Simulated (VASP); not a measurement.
Crystal: Na3TeH.

```xyz
5
Lattice="4.7672 0.0000 0.0000 0.0000 4.7672 0.0000 0.0000 0.0000 4.7672" Properties=species:S:1:pos:R:3 pbc="T T T"
Na    2.3836    0.0000    2.3836
Na    0.0000    2.3836    2.3836
Na    2.3836    2.3836    0.0000
Te    0.0000    0.0000    0.0000
H     2.3836    2.3836    2.3836
```

The cell was built by a generator and needn't be a form met in nature.

* Program: VASP 6.6.1
* Task: relaxation of cell and atoms
* Functional: r2SCAN
* Potentials or basis: VASP PAW PBE potentials, release 64 (Na_pv, Te, H)
* Cutoff: 600 eV
* k mesh: 6 × 6 × 6
* Occupations: gaussian, width 0.03 eV
* Spin: no spin polarisation

At the start: pressure -0.9 GPa; volume 21.67 Å³/atom.

Task: Where does the relaxation end?

Result: Over 5 steps the energy falls by 2.5 meV/atom and the volume is 20.85 Å³/atom (-3.8 %); space group Pm-3m (No. 221, to 0.05 Å).

Step by step:
| step | energy change (eV) | largest force (eV/Å) | pressure (GPa) | volume (Å³) |
| --- | --- | --- | --- | --- |
| 1 | 0.0000 | 0.0000 | -0.88 | 108.34 |
| 2 | -0.0082 | 0.0000 | -0.46 | 106.49 |
| 3 | -0.0110 | 0.0000 | -0.30 | 105.43 |
| 4 | -0.0121 | 0.0000 | 0.23 | 103.32 |
| 5 | -0.0124 | 0.0000 | 0.01 | 104.23 |

Final structure:
```
CELL_PARAMETERS angstrom
4.70609 0.00000 0.00000
0.00000 4.70609 0.00000
0.00000 0.00000 4.70609
ATOMIC_POSITIONS crystal
Na 0.50000 0.00000 0.50000
Na 0.00000 0.50000 0.50000
Na 0.50000 0.50000 0.00000
Te 0.00000 0.00000 0.00000
H 0.50000 0.50000 0.50000
```

Caveat: the PAW data sets were made with another functional, which shifts forces and pressure a little.
